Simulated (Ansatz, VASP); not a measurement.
**Two plane-wave programs on CuPd**

The input INCAR:

```
SYSTEM = CuPd
  PREC = Accurate
  ENCUT = 520
  EDIFF = 1E-6
  ISMEAR = 0
  SIGMA = 0.1
  LREAL = .False.
  LASPH = .True.
  NELM = 60
  ALGO = Fast
  ISIF = 2
  LWAVE = .False.
  LCHARG = .False.
  GGA = CA
  NBANDS = 18
```

The input KPOINTS:

```
Automatic mesh
0
Gamma
  9 9 9
  0 0 0
```

File POSCAR:

```
CuPd
1.0
    1.3545766024      0.7820651661      4.2189548006
   -1.3545766024      0.7820651661      4.2189548006
    0.0000000000     -1.5641303321      4.2189548006
Cu Pd
1 1
Direct
    0.0000000000      0.0000000000      0.0000000000
    0.5000000000      0.5000000000      0.5000000000
```

Input for Ansatz:

```yaml
crystal:
  lattice:
    - [1.3545766024, 0.7820651661, 4.2189548006]
    - [-1.3545766024, 0.7820651661, 4.2189548006]
    - [0.0, -1.5641303321, 4.2189548006]
  atoms:
    - { symbol: Cu, position: [0.0, 0.0, 0.0] }
    - { symbol: Pd, position: [0.5, 0.5, 0.5] }
basis:
  ecutwfc: 420
kpoints:
  mp_grid: { grid: [9, 9, 9] }
hamiltonian:
  xc: lda
scf:
  occupations: { method: gaussian, width: 0.1 }
output:
  forces: true
  stress: true
  eigenvalues: true
```

The cell comes from a database or a generator and needn't be the stable form of this composition.

Alike in both runs: task single point; functional LDA; k mesh 9 × 9 × 9; occupations gaussian, width 0.1 eV; no spin polarisation.

```csv
,VASP,Ansatz
version,VASP 6.6.1,Ansatz 0.2.0
potentials or method,"VASP PAW LDA potentials, release 64 (Cu, Pd)","scalar-relativistic, plane waves, PAW"
plane-wave cutoff (eV),520,420
valence electrons in the cell,21,37
```

```tsv
	VASP	Ansatz	Ansatz less VASP
gap on the k mesh at the Fermi level (eV)	none	none	-
pressure (GPa)	-9.0	-9.9	-0.93
largest component of the traceless stress (GPa)	0.97	1.01	+0.033
```

A gap of «none» marks a metal or a gap that the smearing closes. The two sets of potentials don't hold the same shells in valence.
